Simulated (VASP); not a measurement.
# Ga11NiP12 (a cell with a defect) in VASP: single point with PBEsol

Aim: the single point of Ga11NiP12 (a cell with a defect) with PBEsol.

Everything below comes from runs of VASP 6.6.1. Logs are shortened: lines on timing, memory, paths and dates and some standing lists are left out, and cuts for length are marked.

### Step 1. The structure

The cell holds a defect, 24 atoms: a = 11.562 Å, b = 7.708 Å, c = 7.708 Å, α = 60.00°, β = 60.00°, γ = 60.00°.

### Step 2. Single point, PBEsol, collinear spin, ferromagnetic start

Contents of INCAR:

```
SYSTEM = Ga11NiP12
  PREC = Accurate
  ENCUT = 350
  EDIFF = 1E-5
  ISMEAR = 0
  SIGMA = 0.03
  LREAL = Auto
  LASPH = .True.
  NELM = 120
  ALGO = Normal
  ISIF = 2
  LWAVE = .False.
  LCHARG = .False.
  ISPIN = 2
  MAGMOM = 1 0 0 0 0 0 0 0 0 0 0 0 0 0 0 0 0 0 0 0 0 0 0 0
  LORBIT = 11
  NUPDOWN = 1
  LMAXMIX = 4
  GGA = PS
  ISYM = 0
```

Contents of KPOINTS:

```
Automatic mesh
0
Gamma
  2 2 2
  0 0 0
```

Contents of POSCAR:

```
Ga11NiP12                               
1.0
    0.0000000000      8.1757500000      8.1757500000
    5.4505000000      0.0000000000      5.4505000000
    5.4505000000      5.4505000000      0.0000000000
  Ni              Ga              P             
     1    11    12
Direct
     0.0052695171409268    0.9983607964819969    0.9961171705132540
     0.9992553952781537    0.0022752462872595    0.4998232773594458
     0.9974858768166640    0.5026548706977992    0.0010680062513833
     0.9980386110089493    0.5008677245210124    0.5006478089118719
     0.3287157268203758    0.0022047764999505    0.0017118737122485
     0.3278687631595028    0.0024412349074479    0.5047060665123780
     0.3262025100816023    0.5050963849157483    0.0020012204624759
     0.3322293438188680    0.5002838775125416    0.4999719718828576
     0.6661997818345550    0.0044663263954276    0.0020517188276582
     0.6683734580073494    0.0024089196172119    0.4921735730993539
     0.6667848819079293    0.4946517565310563    0.0006159032456120
     0.6654488497958215    0.5008970322949302    0.4989333351226449
     0.0770934124522412    0.1221029992582215    0.1199434307752343
     0.0773400580393440    0.1222482682360354    0.6416949665669865
     0.0757612532235607    0.6438579574988093    0.1217420420879540
     0.0822501270452186    0.6262221314363973    0.6250688173832450
     0.4133863401336337    0.1276370878181722    0.1271605824320783
     0.4168520919840031    0.1251781191179278    0.6246206650676864
     0.4154062674249046    0.6250870207316049    0.1246631823207622
     0.4147550494533468    0.6260619304255542    0.6256303430082000
     0.7673734735236090    0.1175527374159753    0.1150636840932693
     0.7492231234552634    0.1253786349363833    0.6248308573745911
     0.7476325885524359    0.6273065012078529    0.1235769674271782
     0.7486004990417368    0.6260396652546669    0.6244065355616454
```

Potentials or basis: VASP PAW PBE potentials, release 64 (Ni, Ga_d, P).

The run is started by

```bash
cat potpaw_PBE.64/Ni/POTCAR potpaw_PBE.64/Ga_d/POTCAR potpaw_PBE.64/P/POTCAR > POTCAR
mpirun -np 1 vasp_std > vasp.out
```

OUTCAR:

```text
SYSTEM = Ga11NiP12
   PREC = Accurate
   ENCUT = 350
   EDIFF = 1E-5
   ISMEAR = 0
   LREAL = Auto
   LASPH = .True.
   NELM = 120
   ISIF = 2
   ISPIN = 2
   LORBIT = 11
   NUPDOWN = 1
   GGA = PS
   ISYM = 0

 ion  position               nearest neighbor table
   1  0.005  0.998  0.996-  14 2.23  15 2.23  13 2.24  21 2.25
   2  0.999  0.002  0.500-  22 2.36  16 2.37  14 2.39  13 2.39
   3  0.997  0.503  0.001-  23 2.36  16 2.37  15 2.39  13 2.40
   4  0.998  0.501  0.501-  24 2.35  16 2.37  14 2.38  15 2.39
   5  0.329  0.002  0.002-  19 2.37  18 2.37  13 2.38  17 2.38
   6  0.328  0.002  0.505-  14 2.37  18 2.37  20 2.37  17 2.38
[... 16 lines left out ...]
  23  0.748  0.627  0.124-   3 2.36  12 2.36  11 2.37   9 2.37
  24  0.749  0.626  0.624-   4 2.35  12 2.36  11 2.37  10 2.37

IMPORTANT INFORMATION: All symmetrisations will be switched off!
NOSYMM: (Re-)initialisation of all symmetry stuff for point group C_1.

----------------------------------------------------------------------------------------

                                     Primitive cell

  volume of cell :     485.7695

  direct lattice vectors                    reciprocal lattice vectors
     0.000000000  8.175750000  8.175750000    -0.061156469  0.061156469  0.061156469
     5.450500000  0.000000000  5.450500000     0.091734703 -0.091734703  0.091734703
     5.450500000  5.450500000  0.000000000     0.091734703  0.091734703 -0.091734703

  length of vectors
    11.562256533  7.708171022  7.708171022     0.105926111  0.158889167  0.158889167

  position of ions in fractional coordinates (direct lattice)
     0.005269517  0.998360796  0.996117171
     0.999255395  0.002275246  0.499823277
     0.997485877  0.502654871  0.001068006
     0.998038611  0.500867725  0.500647809
     0.328715727  0.002204776  0.001711874
     0.327868763  0.002441235  0.504706067
[... 16 lines left out ...]
     0.747632589  0.627306501  0.123576967
     0.748600499  0.626039665  0.624406536

  ion indices of the primitive-cell ions
   primitive index   ion index
                 1           1
                 2           2
                 3           3
                 4           4
                 5           5
                 6           6
[... 16 lines left out ...]
                23          23
                24          24

----------------------------------------------------------------------------------------

 KPOINTS: Automatic mesh

Automatic generation of k-mesh.
 Grid dimensions read from file:
 generate k-points for:    2    2    2

 Generating k-lattice:

  Cartesian coordinates                     Fractional coordinates (reciprocal lattice)
    -0.030578234  0.030578234  0.030578234     0.500000000  0.000000000  0.000000000
     0.045867352 -0.045867352  0.045867352     0.000000000  0.500000000  0.000000000
     0.045867352  0.045867352 -0.045867352     0.000000000  0.000000000  0.500000000

  Length of vectors
     0.052963056  0.079444583  0.079444583

  Shift w.r.t. Gamma in fractional coordinates (k-lattice)
     0.000000000  0.000000000  0.000000000

 Subroutine IBZKPT returns following result:
 ===========================================

 Found      8 irreducible k-points:

 Following reciprocal coordinates:
            Coordinates               Weight
  0.000000  0.000000  0.000000      1.000000
  0.500000  0.000000  0.000000      1.000000
  0.000000  0.500000  0.000000      1.000000
  0.000000  0.000000  0.500000      1.000000
  0.500000  0.000000  0.500000      1.000000
  0.500000  0.500000  0.000000      1.000000
  0.000000  0.500000  0.500000      1.000000
  0.500000  0.500000  0.500000      1.000000
   k-points           NKPTS =      8   k-points in BZ     NKDIM =      8   number of bands    NBANDS=    128
   number of dos      NEDOS =    301   number of ions     NIONS =     24
   total plane-waves  NPLWV = 165888
   dimension x,y,z NGX =    72 NGY =   48 NGZ =   48
   dimension x,y,z NGXF=   144 NGYF=   96 NGZF=   96
   ions per type =               1  11  12
   NGX,Y,Z   is equivalent  to a cutoff of  10.35, 10.35, 10.35 a.u.
   NGXF,Y,Z  is equivalent  to a cutoff of  20.70, 20.70, 20.70 a.u.
 SYSTEM =  Ga11NiP12
   PREC   = accura    normal or accurate (medium, high low for compatibility)
   ISTART =      0    job   : 0-new  1-cont  2-samecut
   ICHARG =      2    charge: 1-file 2-atom 10-const
   ISPIN  =      2    spin polarized calculation?
   LNONCOLLINEAR =      F non collinear calculations
   LSORBIT =      F    spin-orbit coupling
   LASPH  =      T    aspherical Exc in radial PAW
   ENCUT  =  350.0 eV  25.72 Ry    5.07 a.u.  17.64 11.76 11.76*2*pi/ulx,y,z
   NELM   =    120;   NELMIN=  2; NELMDL= -5     # of ELM steps
   EDIFF  = 0.1E-04   stopping-criterion for ELM
   LREAL  =      T    real-space projection
   EDIFFG = 0.1E-03   stopping-criterion for IOM
   NSW    =      0    number of steps for IOM
   IBRION =     -1    ionic relax: 0-MD 1-quasi-New 2-CG
   NFREE  =      0    steps in history (QN), initial steepest desc. (CG)
   ISIF   =      2    stress and relaxation
   ISYM   =      0    0-nonsym 1-usesym 2-fastsym
   POTIM  = 0.5000    time-step for ionic-motion
   TEBEG  =    0.0;   TEEND  =   0.0 temperature during run
   PSTRESS=    0.0 pullay stress
   NELECT =     213.0000    total number of electrons
   NUPDOWN=       1.0000    fix difference up-down
   EMIN   =  10.00;   EMAX   =-10.00  energy-range for DOS
   EFERMI =   0.00;   METHOD = LEGACY
   ISMEAR =     0;   SIGMA  =   0.03  broadening in eV -4-tet -1-fermi 0-gaus
   EFERMI_NEDOS =   21; number of points for ismear=-14 and -15
   IALGO  =     38    algorithm
   IMIX   =      4    mixing-type and parameters
     AMIX     =   0.40;   BMIX     =  1.00
     AMIX_MAG =   1.60;   BMIX_MAG =  1.00
  volume/ion in A,a.u.               =      20.24       136.59
  Fermi-wavevector in a.u.,A,eV,Ry     =   1.243726  2.350301 21.046221  1.546854
  Thomas-Fermi vector in A             =   2.378024
   LORBIT       =     11    0 simple, 1 ext, 2 COOP (PROOUT), +10 PAW based schemes
   GGA     = PS    functional components
   LHFCALC =     F    Hartree Fock is set to
   AEXX    =    0.0000 exact exchange contribution
   IVDW    =     0    specifies the selected vdW correction
   LEPSILON=     F    determine dielectric tensor
   LRPA    =     F    only Hartree local field effects (RPA)
 spin polarized calculation
 Gauss-broadening in eV      SIGMA  =   0.03
  energy-cutoff  :      350.00
  volume of cell :      485.77
 maximum number of plane-waves:      7275
 NGX is ok and might be reduce to    72
   NGX = 35   NGY = 23   NGZ = 23

 number of electron     212.9999913 magnetization       1.0000000

 Free energy of the ion-electron system (eV)
  ---------------------------------------------------
  ext. energy  EPLUGINS =         0.00000000
  ---------------------------------------------------
  free energy    TOTEN  =      -119.71498135 eV

  energy without entropy =     -119.71042823  energy(sigma->0) =     -119.71270479

 E-fermi :   4.4934     XC(G=0): -10.0041

 val. band max:        4.6058036235   @ k =   0.0000   0.5000   0.0000
 cond. band min:       4.4938789980   @ k =   0.5000   0.0000   0.5000
 fundamental gap:     -0.1119246255
 Fermi energy:         4.6272349377

 spin component 1

 k-point     1 :       0.0000    0.0000    0.0000
  band No.  band energies     occupation
      1     -10.1415      1.00000
      2     -10.1332      1.00000
      3     -10.1320      1.00000
      4     -10.1226      1.00000
      5     -10.1205      1.00000
      6     -10.1113      1.00000
[... 110 lines left out ...]
    117       6.5550      0.00000
    118       6.7147      0.00000

 k-point     2 :       0.5000    0.0000    0.0000
  band No.  band energies     occupation
      1     -10.1420      1.00000
      2     -10.1395      1.00000
      3     -10.1317      1.00000
      4     -10.1229      1.00000
      5     -10.1172      1.00000
      6     -10.1111      1.00000
[... 720 lines left out ...]
      1     -10.1276      1.00000
      2     -10.1246      1.00000
      3     -10.1206      1.00000
      4     -10.1177      1.00000
      5     -10.1121      1.00000
      6     -10.1060      1.00000
[... 110 lines left out ...]
    117       7.7154      0.00000
    118       8.1633      0.00000
 Fermi energy:         4.4933684596

 spin component 2

 k-point     1 :       0.0000    0.0000    0.0000
  band No.  band energies     occupation
      1     -10.1399      1.00000
      2     -10.1314      1.00000
      3     -10.1307      1.00000
      4     -10.1203      1.00000
      5     -10.1181      1.00000
      6     -10.1085      1.00000
[... 110 lines left out ...]
    117       6.5769      0.00000
    118       6.7597      0.00000

 k-point     2 :       0.5000    0.0000    0.0000
  band No.  band energies     occupation
      1     -10.1406      1.00000
      2     -10.1377      1.00000
      3     -10.1303      1.00000
      4     -10.1204      1.00000
      5     -10.1141      1.00000
      6     -10.1094      1.00000
[... 720 lines left out ...]
      1     -10.1266      1.00000
      2     -10.1232      1.00000
      3     -10.1187      1.00000
      4     -10.1148      1.00000
      5     -10.1102      1.00000
      6     -10.1033      1.00000
[... 110 lines left out ...]
    117       7.7506      0.00000
    118       8.2013      0.00000
 [bands above 118 left out]

------------------------ aborting loop because EDIFF is reached ----------------------------------------

  FORCE on cell =-STRESS in cart. coord.  units (eV):
  Direction    XX          YY          ZZ          XY          YZ          ZX
  --------------------------------------------------------------------------------------
  -------------------------------------------------------------------------------------
  Total       -6.9247376     -7.0764085     -7.1253760      0.4192142     -0.5680268      0.3672959
  in kB      -22.8393434    -23.3395885    -23.5010943      1.3826629     -1.8734802      1.2114245
  external PRESSURE =     -23.2266754 kB  Pullay stress =       0.0000000 kB

 VOLUME and BASIS-vectors are now :
 -----------------------------------------------------------------------------
  energy-cutoff  :      350.00
  volume of cell :      485.77
      direct lattice vectors                 reciprocal lattice vectors
     0.000000000  8.175750000  8.175750000    -0.061156469  0.061156469  0.061156469
     5.450500000  0.000000000  5.450500000     0.091734703 -0.091734703  0.091734703
     5.450500000  5.450500000  0.000000000     0.091734703  0.091734703 -0.091734703

 POSITION                                       TOTAL-FORCE (eV/Angst)
 -----------------------------------------------------------------------------------
     10.87090      5.47242      5.48465         0.210000     -0.112805     -0.125222
      2.73669     10.89395      8.18206        -0.014498     -0.020497     -0.053749
      2.74554      8.16102     10.89492        -0.031307     -0.022594     -0.013899
      5.45876     10.88850     10.88969         0.066795     -0.010612      0.007384
      0.02135      2.69683      2.69951        -0.067416      0.056989      0.056691
      2.76421      5.43147      2.69388        -0.047916      0.001395      0.041221
[... 16 lines left out ...]
      4.09269      6.78601      9.53159         0.022236     -0.006853      0.000919
      6.81556      9.52370      9.53260         0.010780     -0.003631      0.004748
 -----------------------------------------------------------------------------------
    total drift:                                0.009497     -0.019450     -0.010136

  FREE ENERGIE OF THE ION-ELECTRON SYSTEM (eV)
  ---------------------------------------------------
  free  energy   TOTEN  =      -119.7149813549 eV

  energy  without entropy=     -119.7104282255  energy(sigma->0) =     -119.71270479

 total charge

# of ion       s       p       d       tot
------------------------------------------
    1        0.504   0.526   8.343   9.373
    2        0.871   0.829  10.002  11.703
    3        0.871   0.829  10.002  11.702
    4        0.871   0.834  10.003  11.708
    5        0.866   0.834  10.004  11.704
    6        0.863   0.846  10.006  11.715
[... 16 lines left out ...]
   23        1.015   1.509   0.000   2.523
   24        1.014   1.513   0.000   2.527
--------------------------------------------------
tot         22.270  27.583 118.404 168.258

 magnetization (x)

# of ion       s       p       d       tot
------------------------------------------
    1        0.001   0.046   0.392   0.440
    2       -0.000   0.005   0.001   0.006
    3       -0.000   0.005   0.001   0.006
    4       -0.001   0.005   0.001   0.005
    5        0.001   0.009   0.002   0.012
    6        0.002   0.005   0.002   0.008
[... 16 lines left out ...]
   23        0.000   0.000   0.000   0.000
   24       -0.000   0.000   0.000   0.000
--------------------------------------------------
tot          0.023   0.280   0.406   0.709
```

Run time: 22 min. Hardware: 1 thread of Intel Xeon Platinum 8259CL at 2.50GHz (Skylake/Cascade Lake), shared host; peak memory 0.75 GiB.

Results:

| Property | Result |
| --- | --- |
| Free energy | -119.7150 eV |
| Pressure | -2.3 GPa |
| Largest force | 0.276 eV/Å |
| Net moment | 1.00 μB per cell |
| Site moments | Ni +0.44; Ga +0.01, +0.00; P +0.04, -0.00, +0.02, +0.01, +0.00, +0.06 μB |
| Valence electrons inside the program's atomic spheres | Ni 9.37; Ga 11.70, 11.71, 11.73, 11.72; P 2.47, 2.48, 2.52, 2.51, 2.49, 2.53 |

Forces in eV/Å, atoms in the order of the input:
```
Ni   0.210 -0.113 -0.125
Ga  -0.014 -0.020 -0.054
Ga  -0.031 -0.023 -0.014
Ga   0.067 -0.011  0.007
Ga  -0.067  0.057  0.057
Ga  -0.048  0.001  0.041
Ga  -0.037  0.058  0.025
Ga   0.000 -0.001  0.012
Ga  -0.059 -0.004 -0.006
Ga   0.033  0.061 -0.018
Ga   0.027 -0.003  0.058
Ga   0.019  0.001 -0.012
P   -0.225 -0.117 -0.107
P    0.072  0.242 -0.104
P    0.050 -0.099  0.246
P    0.000  0.003  0.004
P    0.014  0.009  0.016
P    0.003 -0.043 -0.031
P    0.012 -0.024 -0.030
P    0.041 -0.014 -0.008
P   -0.120  0.067  0.061
P    0.022 -0.017 -0.023
P    0.022 -0.007  0.001
P    0.011 -0.004  0.005
```

Caveat: the k mesh is coarse (spacing up to 0.50 Å⁻¹), so the values aren't converged; the cutoff is under 1.25 times the usual one of these potentials, so pressure, stress and relaxed cells hold a basis-set (Pulay) error; the PAW data sets were made with another functional, which shifts forces and pressure a little; the total moment is fixed, so each spin has its own Fermi level.
